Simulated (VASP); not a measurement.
Here is the system:

```yaml
crystal:
  lattice:
    - [0.00000, 2.83195, 2.83195]
    - [2.83195, 0.00000, 2.83195]
    - [2.83195, 2.83195, 0.00000]
  atoms:
    - { symbol: Ge, position: [0.00000, 0.00000, 0.00000] }
    - { symbol: Ge, position: [0.25000, 0.25000, 0.25000] }
```

Calculation: PBEsol GGA, VASP's PBE PAW potentials (set 64) (plane waves; VASP). Run with 400 eV cut-off, Gaussian smearing of 0.050 eV, potentials Ge_d.

Q: Give the energies of bands 12 to 17 at the high-symmetry points, in eV from the Fermi level.

A: 
```tsv
band	Γ	X	U	L	W
12	-0.04	-8.89	-8.30	-7.61	-8.79
13	0.00	-3.08	-4.35	-1.40	-3.92
14	0.00	-3.08	-2.63	-1.40	-3.92
15	0.00	0.67	1.08	0.11	4.28
16	2.53	0.67	4.02	3.71	4.28
17	2.53	9.46	7.15	3.71	4.64
```

It has no gap at this level: it comes out as a metal or semimetal.

Measured: gap 0.79 eV (computed value off by -0.79 eV), as given by Anna Miglio et al., npj Computational Materials (2020), arXiv:2011.12765 [measured zero-point renormalisation of 52 meV added back].

The compound is Ge in the diamond structure. It was relaxed first.
